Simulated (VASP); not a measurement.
Output of a VASP run:

**OSZICAR**
```
       N       E                     dE             d eps       ncg     rms          rms(c)
DAV:   1     0.331093323685E+02    0.33109E+02   -0.74601E+03   576   0.120E+03
DAV:   2    -0.308976369042E+02   -0.64007E+02   -0.59108E+02   784   0.185E+02
DAV:   3    -0.338637789743E+02   -0.29661E+01   -0.29523E+01   764   0.414E+01
DAV:   4    -0.339011161473E+02   -0.37337E-01   -0.37311E-01   692   0.529E+00
DAV:   5    -0.339018228181E+02   -0.70667E-03   -0.70656E-03   756   0.694E-01    0.122E+01
DAV:   6    -0.302372717948E+02    0.36646E+01   -0.11060E+01   704   0.211E+01    0.532E+00
DAV:   7    -0.301526316874E+02    0.84640E-01   -0.93042E-01   736   0.641E+00    0.238E+00
DAV:   8    -0.301351007497E+02    0.17531E-01   -0.48777E-02   664   0.164E+00    0.539E-01
DAV:   9    -0.301339656500E+02    0.11351E-02   -0.67472E-03   720   0.624E-01    0.134E-01
DAV:  10    -0.301341755687E+02   -0.20992E-03   -0.71332E-04   644   0.191E-01    0.568E-02
DAV:  11    -0.301341800900E+02   -0.45213E-05   -0.10497E-04   708   0.795E-02    0.134E-02
DAV:  12    -0.301341812273E+02   -0.11372E-05   -0.39357E-06   684   0.163E-02    0.348E-03
DAV:  13    -0.301341815830E+02   -0.35576E-06   -0.16895E-07   400   0.334E-03
   1 F= -.30134182E+02 E0= -.30134182E+02  d E =-.301342E+02
```

OUTCAR:
```
------------------------ aborting loop because EDIFF is reached ----------------------------------------
  FORCE on cell =-STRESS in cart. coord.  units (eV):
  Direction    XX          YY          ZZ          XY          YZ          ZX
  --------------------------------------------------------------------------------------
  Total        0.0289862      0.0289862     -0.0586000     -0.0000000     -0.0000000      0.0000000
  in kB        1.1048795      1.1048793     -2.2336813     -0.0000000     -0.0000000      0.0000000
  external PRESSURE =      -0.0079742 kB  Pullay stress =       0.0000000 kB
  volume of cell :       42.03
      direct lattice vectors                 reciprocal lattice vectors
     1.545879407 -2.677541429  0.000000000     0.323440495 -0.186738474  0.000000000
     1.545879407  2.677541429  0.000000000     0.323440495  0.186738474  0.000000000
     0.000000000  0.000000000  5.077446484     0.000000000  0.000000000  0.196949392
  FREE ENERGIE OF THE ION-ELECTRON SYSTEM (eV)
  ---------------------------------------------------
  free  energy   TOTEN  =       -30.1341815830 eV

  energy  without entropy=      -30.1341815830  energy(sigma->0) =      -30.13418158

 reached required accuracy - stopping structural energy minimisation
```
(Selected blocks of OUTCAR.)

**POSCAR**
```
SiC
1
    1.5458794072    -2.6775414292    -0.0000000000
    1.5458794072     2.6775414292     0.0000000000
    0.0000000000     0.0000000000     5.0774464836
Si C
2 2
Direct
  0.6666670000   0.3333330000   0.4995828347
  0.3333330000   0.6666670000   0.9995828347
  0.6666670000   0.3333330000   0.8754171653
  0.3333330000   0.6666670000   0.3754171653
```

Question: Reconstruct the remaining input files.

Answer: One answer among several that fit: the input of the run itself, PW91 GGA, plane waves, VASP's PBE PAW potentials (set 64).

**INCAR**
```
! general
SYSTEM = SiC
PREC   = Accurate
ENCUT  = 520   ! plane-wave cut-off (eV)
LREAL  = .FALSE.
LASPH  = .TRUE.   ! aspherical one-centre terms

! electronic loop
EDIFF  = 1E-6   ! SCF stop (eV)
NELM   = 100
ALGO   = Normal

! smearing
ISMEAR = 0
SIGMA  = 0.05

! functional
GGA    = 91   ! PW91

! ions
IBRION = 2   ! conjugate gradients
NSW    = 60
ISIF   = 3   ! ions, shape and volume
EDIFFG = -0.02   ! ionic stop

! output
LWAVE  = .FALSE.
LCHARG = .FALSE.
```

**KPOINTS**
```
Automatic mesh
0
Gamma
7 7 4
0 0 0
```

POTCAR, in this order: Si C (PBE.64 set). Program: vasp_std.

The compound is SiC in the wurtzite structure, the rare 2H polytype. It was relaxed first. The start is the result of an earlier pass.
